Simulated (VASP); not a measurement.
All values below come from LDA (Ceperley-Alder, Perdew-Zunger), VASP's LDA PAW potentials (set 64) (plane waves; VASP).

VASP ran on this input.

File POSCAR:
```
GaAs
1
    0.0000000000     2.8602051322     2.8602051322
    2.8602051322     0.0000000000     2.8602051322
    2.8602051322     2.8602051322     0.0000000000
Ga As
1 1
Direct
  0.0000000000   0.0000000000   0.0000000000
  0.2500000000   0.2500000000   0.2500000000
```

### INCAR
```
ISIF=2   # forces and stress, cell fixed
SYSTEM=GaAs
NELM=100   # most electronic steps
SIGMA=0.05   # width (eV)
LMAXMIX=4   # l cut-off of mixed one-centre charges
PREC=Accurate
LCHARG=F
LWAVE=F
ENCUT=520   # plane-wave cut-off (eV)
ALGO=Normal
ISMEAR=0
EDIFF=1E-7   # SCF stop (eV)
LREAL=F   # projection in real space or not
LASPH=T   # aspherical one-centre terms
```

### KPOINTS
```
Automatic mesh
0
Gamma
8 8 8
0 0 0
```

POTCAR, in this order: Ga_d As (LDA.64 set). Program: vasp_std.

Problem. What does the run give for the energy per atom (σ→0), pressure, band gap (on the k-mesh)?

Solution. 
```
Item                              Result
------------------------  --------------
energy per atom (σ→0)     -4.802 eV/atom
band gap (on the k-mesh)         0.07 eV
pressure                       -3.75 GPa
```

### OSZICAR
```
...
DAV:   7    -0.960743306020E+01    0.37509E-01   -0.67060E-02   976   0.204E+00    0.516E-01
DAV:   8    -0.960414100592E+01    0.32921E-02   -0.87734E-03   869   0.123E+00    0.895E-02
DAV:   9    -0.960412898052E+01    0.12025E-04   -0.72897E-04   940   0.367E-01    0.452E-02
DAV:  10    -0.960413377753E+01   -0.47970E-05   -0.37066E-05  1118   0.687E-02    0.238E-02
DAV:  11    -0.960413891184E+01   -0.51343E-05   -0.64266E-06   864   0.425E-02    0.166E-03
DAV:  12    -0.960413880762E+01    0.10422E-06   -0.42612E-07   824   0.920E-03    0.104E-03
DAV:  13    -0.960413880958E+01   -0.19591E-08   -0.79327E-08   547   0.279E-03
   1 F= -.96041388E+01 E0= -.96040841E+01  d E =-.109510E-03
```

The compound is GaAs in the zinc blende structure. This cell is one point of a volume scan, at 1.06 of the reference volume.
